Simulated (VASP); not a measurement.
Here is the system:

```yaml
crystal:
  lattice:
    - [0.00000, 2.10500, 2.10500]
    - [2.10500, 0.00000, 2.10500]
    - [2.10500, 2.10500, 0.00000]
  atoms:
    - { symbol: Mg, position: [0.00000, 0.00000, 0.00000] }
    - { symbol: O, position: [0.50000, 0.50000, 0.50000] }
```

These are PBEsol GGA, VASP's PBE PAW potentials (set 64) (plane waves; VASP) values and carry that method's errors. Settings: 620 eV cut-off, 11×11×11 Γ-centred mesh, Gaussian smearing of 0.050 eV, potentials Mg O.

Q: What does the run give for the energy per atom (σ→0), band gap (on the k-mesh) with the smallest direct gap where there is one?

A: 
| Quantity | Result |
|---|---|
| band gap (on the k-mesh) | 4.65 eV |
| smallest direct gap (on the k-mesh) | 4.65 eV |
| energy per atom (σ→0) | -6.258 eV/atom |

Total energies compare only between runs with the same potentials, cut-off and functional.

The compound is MgO in the rock salt structure. The cell was not relaxed at this level.
